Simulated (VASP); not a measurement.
Input:

```yaml
crystal:
  lattice:
    - [4.19560, 0.00000, 0.00000]
    - [0.00000, 4.19560, 0.00000]
    - [0.00000, 0.00000, 2.68049]
  atoms:
    - { symbol: Si, position: [0.00000, 0.00000, 0.00000] }
    - { symbol: Si, position: [0.50000, 0.50000, 0.50000] }
    - { symbol: O, position: [0.30609, 0.30609, 0.00000] }
    - { symbol: O, position: [0.80609, 0.19391, 0.50000] }
    - { symbol: O, position: [0.19391, 0.80609, 0.50000] }
    - { symbol: O, position: [0.69391, 0.69391, 0.00000] }
```

Level of theory: AM05 GGA, VASP's PBE PAW potentials (set 64) (plane waves; VASP 6.6.1). Run with 520 eV cut-off, 6×6×9 Γ-centred mesh, tetrahedra with Blöchl corrections, potentials Si O.

### Question
Predict the energy per atom (σ→0), band gap (on the k-mesh) with the smallest direct gap where there is one.

### Answer

```yaml
band gap (on the k-mesh): 5.41 eV
smallest direct gap (on the k-mesh): 5.41 eV
energy per atom (σ→0): -7.991 eV/atom
```

Only differences to runs with the same potentials and settings are physical.

The compound is SiO2 in the rutile structure, stishovite, a high-pressure form. It was relaxed first.
